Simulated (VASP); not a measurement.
Consider the following.

```
Rb
1.0
   -2.80110     2.80110     2.80110
    2.80110    -2.80110     2.80110
    2.80110     2.80110    -2.80110
Rb
1
Direct
  0.00000   0.00000   0.00000
```

All values below come from MS2 meta-GGA, VASP's PBE PAW potentials (set 64) (plane waves; VASP). Run with 520 eV cut-off, 9×9×9 Γ-centred mesh, first-order Methfessel-Paxton smearing of 0.10 eV, potentials Rb_sv.

Question: What does the run give for the energy per atom (σ→0), band gap (on the k-mesh) with the smallest direct gap where there is one?

Answer: 
| Quantity | Value |
|---|---|
| band gap (on the k-mesh) | none (metal, semimetal or under 0.01 eV) |
| energy per atom (σ→0) | -1.670 eV/atom |

The absolute energy has meaning only against runs of the same code, potentials and settings.

The compound is Rb in the bcc structure. This cell is one point of a volume scan, at 0.94 of the reference volume.
